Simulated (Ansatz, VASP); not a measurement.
# Cross-check of BePd between VASP and Ansatz

One calculation is typed for both programs; each brings its own data sets. How far apart do they land? The cell is taken from a series of runs on this material, whose earlier steps may have relaxed, scaled, displaced or heated it; both programs get it as it stands.

Method: plane waves, with VASP 6.6.1 beside it; relaxation of cell and atoms at PBEsol and zone-centre phonons at PBEsol, in Ansatz 0.2.0.

## 1. Starting point

It takes space group Pm-3m (No. 221, cubic). The conventional cell has a = 2.798 Å, b = 2.798 Å, c = 2.798 Å, α = 90.00°, β = 90.00°, γ = 90.00°. Be has 8 Pd at 2.42 Å nearest. Nearest to Pd lie 8 Be at 2.42 Å. Farther neighbours are not listed.

## 2. Ansatz: relaxation of cell and atoms, PBEsol

Ansatz runs on its default PAW (the set named soft_2) files.

The relaxed volume is the usual yardstick between codes: in a stiff, nearly cubic crystal its relative difference is about their pressure difference at one cell divided by the bulk modulus.

input.yaml reads:

```yaml
crystal:
  lattice:
    - [2.7976391317, 0.0, 0.0]
    - [0.0, 2.7976391317, 0.0]
    - [0.0, 0.0, 2.7976391317]
  atoms:
    - { symbol: Be, position: [0.0, 0.0, 0.0] }
    - { symbol: Pd, position: [0.5, 0.5, 0.5] }
kpoints:
  mp_grid: { grid: [16, 16, 16] }
hamiltonian:
  xc: pbesol
scf:
  occupations: { method: methfessel_paxton, width: 0.15 }
output:
  forces: true
  stress: true
  eigenvalues: true
  write_density: true
  write_potential: true
  elf: true
  volumetric_format: npy
relax:
  adjacent_minimum: "off"
  f_tol: 0.001
  max_steps: 60
  cell: { stress_tol: 0.01 }
```

Launch:

```console
ansatz run input.yaml --threads 4 --pin off --max-ram 7168MiB --backend cpu --events-out ev --progress --plain --runs-dir out
```

Numbers of over 12 decimals in the logs are rounded to 6 here.

The log of the run:

```text
Engine: ansatz 0.2.0, aarch64-unknown-linux-gnu
Pseudopotentials: kind: paw
Pseudopotential: Be, paw, valence charge 2, recommended cutoff 420 eV (normal), Be.paw.azcp
Pseudopotential: Pd, paw, valence charge 18, recommended cutoff 420 eV (normal), Pd.paw.azcp
Functional definition: PBEsol
  exchange = pbesol_x
  correlation = pbesol_c
Crystal: 2 atoms, lattice volume = 21.897 Å³
Basis set: ecut = 420 eV, 437 PW (Γ), exchange–correlation on 40×40×40 points (8 copies of the dense FFT grid, shifted against one another)
Bands: 14, of which v1, the nominal top of the filled ones, is band 10 counted from 1 (9 counted from 0)
Symmetry: 48 space group operations
Space group: Pm-3m (ITA 221), of the structure as read, at distance tolerance 2.8e-5 Å
k-points: 165 of 4096
Non-local potential: Be, projectors of the file, l = 0: 2, l = 1: 2, l = 2: 1
Non-local potential: Pd, projectors of the file, l = 0: 2, l = 1: 2, l = 2: 2, l = 3: 1
PAW form: soft (Blöchl's): semilocal exchange-correlation on the pseudo side does not see the compensation charge
PAW frozen core: Be, regenerated for the run's functional, and the local potential with it (the file was generated under x = pbe(κ = 0.804, μ = 0.219515), c = pbe(β = 0.066725))
PAW frozen core: Pd, regenerated for the run's functional, and the local potential with it (the file was generated under x = pbe(κ = 0.804, μ = 0.219515), c = pbe(β = 0.066725))
PAW one-centre angular grid: Be, 110 points (default); XC on 64 Gauss nodes
PAW one-centre angular grid: Pd, 590 points (default); XC on 64 Gauss nodes
Initial density: superposition of atomic densities (neutral atoms: chi_scale 0, normalization atom), corrected by the library's trained network
Initial wavefunctions: pseudopotential atomic-orbital guess
Functional: x = pbesol(κ = 0.804, μ = 0.123457), c = pbesol(β = 0.046)
SCF iter   1: F=—  HF=-6998.250459 eV  |F-HF|=—  |Δ(HF+E_count)|=         —  Δρ=8.92e-3  dr2=1.75e-2  ethr=1.77e-3  ⟨swp⟩=5.0  Hψ=12972  notcnv=0
preconditioner: auto → none  [metal: Δε(μ)=0.003 eV  Ē_g=10.924 eV  σ=0.150 eV  W_gap=0.02  n_scr=6 (ndim 8)  ℏωp=27.5 eV  f_vac=0.000  D(μ)=0.85/eV (n_scr^D=6)  sad-step TF]
SCF iter   2: F=—  HF=-6998.247337 eV  |F-HF|=—  |Δ(HF+E_count)|=   3.12e-3  S|Δr|=    0.00e0  Δρ=4.61e-3  dr2=5.06e-3  ethr=8.73e-5  ⟨swp⟩=1.0  Hψ=3630  notcnv=0
SCF iter   3: F=—  HF=-6998.246195 eV  |F-HF|=—  |Δ(HF+E_count)|=   1.14e-3  S|Δr|=    0.00e0  Δρ=2.52e-4  dr2=7.43e-6  ethr=2.53e-5  ⟨swp⟩=2.6  Hψ=3230  notcnv=0
SCF iter   4: F=—  HF=-6998.246168 eV  |F-HF|=—  |Δ(HF+E_count)|=   2.63e-5  S|Δr|=    0.00e0  Δρ=3.87e-5  dr2=8.48e-8  ethr=5.00e-10  ⟨swp⟩=7.0  Hψ=16101  notcnv=0
SCF iter   5: F=-6998.246168 eV  HF=-6998.246168 eV  |F-HF|=2.35e-10  |Δ(HF+E_count)|=   8.22e-8  S|Δr|=    0.00e0  Δρ=2.54e-6  dr2=4.97e-10  ethr=4.24e-10  ⟨swp⟩=5.0  Hψ=12061  notcnv=0
SCF 1 converged in 5 iterations: F = -6998.246168 eV  dr2 = 4.97e-10
  greatest PAW one-centre occupation: 0.999 electrons in one spin orbital (limit 2), on the Pd atom at site 1 (counted from 0), in its partial waves of l = 0
relax step   1: F+E_penalty+E_count = -6998.24616845 eV  Δ(F+E_penalty+E_count) = +0.000e0 eV  max|allowed force component| = 7.527e-29 eV/Å  Δτ_max = 0.0000 Å  P = -0.003 GPa  Ω = 21.897 Å³  (5 SCF iters, dr2 threshold 1.00e-7 eV, accepted)
Initial density: handed on by an earlier stage of this run
Initial wavefunctions: pseudopotential atomic-orbital guess (no wavefunctions were taken with the density)
iter 1 solved again at ethr=4.89e-8 eV; its pass at ethr=3.10e-3 eV (dr2=9.78e-6 eV) is discarded
SCF iter   1: F=—  HF=-6998.246195 eV  |F-HF|=—  |Δ(HF+E_count)|=         —  Δρ=2.66e-6  dr2=8.05e-10  ethr=4.89e-8  ⟨swp⟩=2.9  Hψ=18665  notcnv=0
eigensolver tolerance schedule: the retry pair's looser diagonalisation over-reported the residual by 12142.86 of it (diagonalisation noise at 0.24 of the residual, at the tolerance the schedule requests for it); recorded, not acted on — ethr = c·dr2/N_el stays at c = 1.0e-1
preconditioner: auto → none  [metal: Δε(μ)=0.008 eV  Ē_g=10.971 eV  σ=0.150 eV  W_gap=0.05  n_scr=6 (ndim 8)  ℏωp=27.5 eV  f_vac=0.000  D(μ)=0.89/eV (n_scr^D=6)]
SCF iter   2: F=—  HF=-6998.246168 eV  |F-HF|=—  |Δ(HF+E_count)|=   2.63e-5  S|Δr|=    0.00e0  Δρ=1.32e-6  dr2=2.12e-10  ethr=4.03e-12  ⟨swp⟩=2.5  Hψ=4166  notcnv=0
SCF iter   3: F=—  HF=-6998.246168 eV  |F-HF|=—  |Δ(HF+E_count)|=  3.91e-11  S|Δr|=    0.00e0  Δρ=6.16e-7  dr2=2.56e-11  ethr=1.06e-12  ⟨swp⟩=1.2  Hψ=2402  notcnv=0
SCF iter   4: F=—  HF=-6998.246168 eV  |F-HF|=—  |Δ(HF+E_count)|=  1.82e-11  S|Δr|=    0.00e0  Δρ=1.60e-7  dr2=1.59e-12  ethr=1.28e-13 (applied; sched 1.00e-12)  ⟨swp⟩=2.0  Hψ=2773  notcnv=0
SCF iter   5: F=—  HF=-6998.246168 eV  |F-HF|=—  |Δ(HF+E_count)|=    0.00e0  S|Δr|=    0.00e0  Δρ=7.17e-8  dr2=1.25e-12  ethr=1.00e-12  ⟨swp⟩=4.0  Hψ=7233  notcnv=0
SCF iter   6: F=-6998.246168 eV  HF=-6998.246168 eV  |F-HF|=9.09e-13  |Δ(HF+E_count)|=  9.09e-13  S|Δr|=    0.00e0  Δρ=1.13e-8  dr2=3.20e-14  ethr=1.00e-12  ⟨swp⟩=2.8  Hψ=7829  notcnv=0
SCF 2 converged in 6 iterations: F = -6998.246168 eV  dr2 = 3.20e-14
relax step   2: F+E_penalty+E_count = -6998.24616845 eV  Δ(F+E_penalty+E_count) = -8.640e-11 eV  max|allowed force component| = 5.581e-29 eV/Å  Δτ_max = 0.0000 Å  P = -0.003 GPa  Ω = 21.897 Å³  stress off target by 2.52e-3 GPa  SCF on the basis re-selected at this cell (its energy is not comparable with the rows above)  (6 SCF iters)
basis re-selected at this cell: Δ(F+E_penalty+E_count) = -8.640e-11 eV, ΔP = +0.000 GPa vs the last step (what re-selecting the basis moved, of the pressure what is left beyond the Pulay correction that the steps carried, after the strain that the cell walked since its last selection, with what the two solves' SCF thresholds leave and, on support functions, any second-order correction that the steps lacked; it is no  [...]
SCF converged after 6 iterations
Stability not checked: this state was not tested for a lower state beside it, because cold or Methfessel-Paxton smearing, or corrected tetrahedra, fill the levels in a way that the test cannot read (fill_not_monotonic; see scf.lower_state_search)
Free energy (F): -6998.246168 eV
Harris-Foulkes:  -6998.246168 eV  (|F-HF|=9.09e-13)
Internal energy: -6998.245379 eV  (E = F + TS)
E sigma→0 (E₀):  -6998.245971 eV
Entropy (-TS):   -0.000789 eV (-0.395 meV/atom)
Fermi energy:    17.175831 eV
--- Per-component energies (eV) ---
  E_band       = -186.207839
  E_kinetic    = 534.565483
  E_local      = -2184.117857  (includes V_loc(G=0)·N_el)
  E_nonlocal   = 221.954094
  E_hartree    = 902.706934
  E_xc         = -188.530081
  E_vxc        = -233.658363  (∫ρ·V_xc dr)
  E_paw        = -3741.523628  (= ΣΔE_a)
  E_vpaw       = -330.365272  (= ΣTr[D̂ρ^β])
  E_aug_tail   = 0.000216  (compensation charges beyond the density's cutoff)
  E_ewald      = -2543.612596
  E_core_change = 0.312055  (= ΣΔE_core)
  E_smearing   = -0.000789  (= −TS)
  E_closure    = 0.000000  (closes the sum)
  Σ components = -6998.246168   (vs F -6998.246168, Δ=0.00e0)
--- Forces (eV/Å), atoms counted from 1 ---
  atom   1  Be    -0.00000000     0.00000000     0.00000000
  atom   2  Pd     0.00000000     0.00000000    -0.00000000
  max |Σ_I F_I| component: 1.07e-28 eV/Å
--- Stress (GPa, compression-positive) ---
       -0.002519       0.000000      -0.000000
        0.000000      -0.002519       0.000000
        0.000000       0.000000      -0.002519
  P = ⅓ Tr σ = -0.0025 GPa (-0.025 kbar)
--- Band table (eV; the first three rows and the last of 165) ---
  k-point 0: bands = [... 6 lower, 11.4344, 14.8024, 14.8024, 14.8024, 22.5568, 22.5568, 22.5568, 31.5395]
  k-point 1: bands = [... 6 lower, 11.4750, 14.7238, 14.7238, 14.8078, 22.2592, 22.7044, 22.7044, 31.4018]
  k-point 2: bands = [... 6 lower, 11.5918, 14.5115, 14.5115, 14.8235, 21.4998, 23.1249, 23.1249, 31.0233]
  k-point 164: bands = [... 6 lower, 10.6298, 15.9432, 15.9432, 21.9758, 22.7696, 22.7696, 22.7696, 23.9996]
--- Relaxed structure (1 steps of the walk, 1 accepted, 1 SCFs on fresh bases) ---
  F+E_penalty+E_count = -6998.24616845 eV   max|allowed force component| = 5.581e-29 eV/Å   (the final SCF, on the basis selected at the relaxed cell)
  cell:  # Å, volume = 21.8965 Å³
    - [2.7976391317, 0.0, 0.0]
    - [0.0, 2.7976391317, 0.0]
    - [0.0, 0.0, 2.7976391317]
  atoms:
    - { symbol: Be, position: [0.0, 0.0, 0.0] }
    - { symbol: Pd, position: [0.500000, 0.500000, 0.500000] }
```

Reading the cycles: dr2 is the Hartree energy of the density residual (eV), the measure of convergence; HF is the Harris–Foulkes estimate of the energy, which meets the free energy F at convergence.

## 3. VASP: relaxation of cell and atoms, PBEsol

The same cell, functional, mesh and smearing now go to VASP, with its own data sets.

Lines of VASP's logs that name or quote its potential files are left out, and so is its time.

INCAR reads:

```
SYSTEM = BePd
PREC = Accurate
ENCUT = 600
EDIFF = 1E-07
NELM = 120
ISMEAR = 1
SIGMA = 0.15
LREAL = .FALSE.
ALGO = Normal
GGA = PS
NBANDS = 12
LASPH = .TRUE.
LORBIT = 11
LWAVE = .FALSE.
LCHARG = .FALSE.
ISIF = 3
IBRION = 2
NSW = 80
EDIFFG = -0.005
GGA_COMPAT = .FALSE.
NELMIN = 4
KPAR = 2
```

POSCAR reads:

```
BePd
1.0
    2.7976390000      0.0000000000      0.0000000000
    0.0000000000      2.7976390000      0.0000000000
    0.0000000000      0.0000000000      2.7976390000
Be Pd
1 1
Direct
    0.0000000000      0.0000000000      0.0000000000
    0.5000001787      0.5000001787      0.5000001787
```

KPOINTS reads:

```
Automatic mesh
0
Gamma
16 16 16
0 0 0
```

Potentials, in the order of the species: Be and Pd (PBE family, release 64).

Launch:

```console
mpirun -np 2 vasp_std
```

The log of the run:

```text
[banner, memory and clock lines left out]
running    2 mpi-ranks, on    1 nodes
 distrk:  each k-point on    1 cores,    2 groups
 distr:  one band on    1 cores,    1 groups

 POSCAR found type information on POSCAR BePd
 POSCAR found :  2 types and       2 ions
|                                                                             |
|               ----> ADVICE to this user running VASP <----                  |
|                                                                             |
|     You enforced a specific xc type in the INCAR file but a different       |
|     [... a line on the potential file left out ...]
|     I HOPE YOU KNOW WHAT YOU ARE DOING!                                     |
|                                                                             |

 LDA part: xc-table for (Slater+PW92), standard interpolation
 POSCAR, INCAR and KPOINTS ok, starting setup
 FFT: planning ... GRIDC
 FFT: planning ... GRID_SOFT
 FFT: planning ... GRID
 WAVECAR not read
 entering main loop
       N       E                     dE             d eps       ncg     rms          rms(c)
DAV:   1     0.522326935644E+02    0.52233E+02   -0.69289E+03  3968   0.106E+03
DAV:   2    -0.111669326810E+02   -0.63400E+02   -0.59596E+02  4460   0.210E+02
DAV:   3    -0.122513948247E+02   -0.10845E+01   -0.10811E+01  4716   0.284E+01
DAV:   4    -0.122584295817E+02   -0.70348E-02   -0.70336E-02  4584   0.259E+00
DAV:   5    -0.122585696118E+02   -0.14003E-03   -0.14003E-03  4748   0.359E-01    0.109E+01
DAV:   6    -0.113381020993E+02    0.92047E+00   -0.82772E+00  4224   0.230E+01    0.312E+00
DAV:   7    -0.112284251415E+02    0.10968E+00   -0.58085E-01  4160   0.677E+00    0.179E+00
DAV:   8    -0.112114909304E+02    0.16934E-01   -0.56022E-03  4608   0.585E-01    0.480E-01
DAV:   9    -0.112100551275E+02    0.14358E-02   -0.90590E-04  5140   0.193E-01    0.210E-02
DAV:  10    -0.112100679993E+02   -0.12872E-04   -0.17963E-05  4560   0.419E-02    0.151E-02
DAV:  11    -0.112100663940E+02    0.16053E-05   -0.54834E-07  5220   0.627E-03    0.987E-04
DAV:  12    -0.112100662245E+02    0.16954E-06   -0.35594E-08  2628   0.135E-03    0.948E-04
DAV:  13    -0.112100662544E+02   -0.29939E-07   -0.46536E-09  2304   0.631E-04
   1 F= -.11210066E+02 E0= -.11209802E+02  d E =-.112101E+02
 curvature:   0.00 expect dE= 0.000E+00 dE for cont linesearch  0.000E+00
 trial: gam= 0.00000 g(F)=  0.000E+00 g(S)=  0.905E-05 ort = 0.000E+00 (trialstep = 0.100E+01)
 search vector abs. value=  0.905E-05
 bond charge predicted
       N       E                     dE             d eps       ncg     rms          rms(c)
DAV:   1    -0.112101787916E+02   -0.11257E-03   -0.16254E-03  4164   0.401E-01    0.737E-02
DAV:   2    -0.112100783075E+02    0.10048E-03   -0.91179E-04  4108   0.245E-01    0.234E-02
DAV:   3    -0.112100673082E+02    0.10999E-04   -0.48086E-05  4072   0.587E-02    0.780E-03
DAV:   4    -0.112100657770E+02    0.15312E-05   -0.16320E-06  4392   0.817E-03    0.664E-04
DAV:   5    -0.112100658067E+02   -0.29645E-07   -0.36743E-08  2920   0.160E-03
   2 F= -.11210066E+02 E0= -.11209801E+02  d E =0.447747E-06
 trial-energy change:    0.000000  1 .order   -0.000001   -0.000009    0.000008
 step:   0.4462(harm=  0.5307)  dis= 0.00000  next Energy=   -11.210068 (dE=-0.193E-05)
 reached required accuracy - stopping structural energy minimisation
```

Parts of OUTCAR (step 3):

```text
ion  position               nearest neighbor table
   1  0.000  0.000  0.000-   2 2.42   2 2.42   2 2.42   2 2.42   2 2.42   2 2.42   2 2.42   2 2.42

  LATTYP: Found a simple cubic cell.
 ALAT       =     2.7976390000

 Subroutine GETGRP returns: Found 48 space group operations
 (whereof 48 operations were pure point group operations)

The static configuration has the point symmetry O_h .

 Found    165 irreducible k-points:

   k-points           NKPTS =    165   k-points in BZ     NKDIM =    165   number of bands    NBANDS=     12

   dimension x,y,z NGX =    24 NGY =   24 NGZ =   24
   dimension x,y,z NGXF=    48 NGYF=   48 NGZF=   48

   ENCUT  =  600.0 eV  44.10 Ry    6.64 a.u.   5.59  5.59  5.59*2*pi/ulx,y,z

   NELECT =      12.0000    total number of electrons

 k-points in reciprocal lattice and weights: Automatic mesh
   0.00000000  0.00000000  0.00000000       0.000
   0.06250000  0.00000000  0.00000000       0.001
   0.12500000  0.00000000  0.00000000       0.001
   0.18750000  0.00000000  0.00000000       0.001
   0.25000000  0.00000000  0.00000000       0.001
   0.31250000  0.00000000  0.00000000       0.001
   0.37500000  0.00000000  0.00000000       0.001
   0.43750000  0.00000000  0.00000000       0.001
   0.50000000  0.00000000  0.00000000       0.001
[...]
0.50000000  0.50000000  0.43750000       0.001
   0.50000000  0.50000000  0.50000000       0.000

 average (electrostatic) potential at core
       1 -30.0949       2 -71.4455

 E-fermi :  10.0309

 k-point     1 :       0.0000    0.0000    0.0000
  band No.  band energies     occupation
    ...
      2       4.2988      2.00000
      3       4.2988      2.00000
      4       7.6597      2.00000
      5       7.6597      2.00000
      6       7.6597      2.00000
      7      15.4212      0.00000
      8      15.4212      0.00000
      9      15.4212      0.00000
     10      24.4136      0.00000
     11      24.4136      0.00000
    ...

 k-point     2 :       0.0625    0.0000    0.0000
  band No.  band energies     occupation
    ...
      2       4.3165      2.00000
      3       4.3393      2.00000
      4       7.5815      2.00000
      5       7.5815      2.00000
      6       7.6652      2.00000
      7      15.1232      0.00000
      8      15.5689      0.00000
      9      15.5689      0.00000
     10      24.2789      0.00000
     11      24.7058      0.00000
    ...

 k-point     3 :       0.1250    0.0000    0.0000
  band No.  band energies     occupation
    ...
      2       4.3674      2.00000
      3       4.4559      2.00000
      4       7.3698      2.00000
      5       7.3698      2.00000
      6       7.6808      2.00000
      7      14.3623      0.00000
      8      15.9888      0.00000
      9      15.9888      0.00000
     10      23.9074      0.00000
     11      25.3135      0.00000
    ...

  Total       -0.0098873     -0.0098873     -0.0098873      0.0000000      0.0000000     -0.0000000
  in kB       -0.7228760     -0.7228760     -0.7228760      0.0000000      0.0000000     -0.0000000
  external PRESSURE =      -0.7228760 kB  Pullay stress =       0.0000000 kB

  energy-cutoff  :      600.00
  volume of cell :       21.91
      direct lattice vectors                 reciprocal lattice vectors
     2.798393565 -0.000000000  0.000000000     0.357347877  0.000000000  0.000000000
    -0.000000000  2.798393565 -0.000000000     0.000000000  0.357347877  0.000000000
     0.000000000 -0.000000000  2.798393565    -0.000000000  0.000000000  0.357347877

 POSITION                                       TOTAL-FORCE (eV/Angst)
 -----------------------------------------------------------------------------------
      0.00000      0.00000      0.00000        -0.000000     -0.000000      0.000000
      1.39920      1.39920      1.39920         0.000000      0.000000      0.000000
 -----------------------------------------------------------------------------------
    total drift:                               -0.000125     -0.000125     -0.000125

  FREE ENERGIE OF THE ION-ELECTRON SYSTEM (eV)
  ---------------------------------------------------
  free  energy   TOTEN  =       -11.2100658067 eV

  energy  without entropy=      -11.2092713991  energy(sigma->0) =      -11.20980100

 reached required accuracy - stopping structural energy minimisation

 total charge
# of ion       s       p       d       tot
------------------------------------------
    1        0.400   0.592   0.000   0.992
    2        0.535   0.682   8.555   9.772
--------------------------------------------------
tot          0.935   1.273   8.555  10.764

[... 3 further parts left out ...]
```

CONTCAR:

```
BePd
   1.00000000000000
     2.7983935650684844   -0.0000000000000000    0.0000000000000000
    -0.0000000000000000    2.7983935650684844   -0.0000000000000000
     0.0000000000000000   -0.0000000000000000    2.7983935650684844
  Be              Pd
     1     1
Direct
     0.0000000000000000    0.0000000000000000    0.0000000000000000
     0.5000001786999988    0.5000001786999988    0.5000001786999988
```

The run keeps the 48 symmetry operations of its start, so it cannot find a distortion of lower symmetry.

## 4. Differences

Known differences besides the potentials themselves: the data sets hold 20 valence electrons in Ansatz (on its default PAW (the set named soft_2) files) and 12 in VASP; the cutoff is 420 eV in Ansatz and 600 eV in VASP; Ansatz makes its cores anew for this functional, VASP keeps those of its PBE data sets; Ansatz adds a Pulay correction to the stress that steers its cell, VASP none. Total energies have different zeros and are not compared.

Compared:

| quantity | Ansatz | VASP | difference |
| --- | --- | --- | --- |
| volume (Å³) | 21.90 | 21.91 | -0.08 % |
| edge a after relaxation, in the typed setting (Å) | 2.798 | 2.798 | -0.03 % |

(Continued in part 2 of 2.)

[Lines on the potential files, build, host, timing and source positions are cut from VASP's logs without a mark.]

[Logs are printed without paths, hosts, clocks, repeated set-up lines and the standing remarks that a program may print on its own settings, such as how far it seeks lower states.]

[Hosts, paths, dates, database ids (printed as entryN), source tags and the programs' standing remarks are cut or masked in the printed files.]
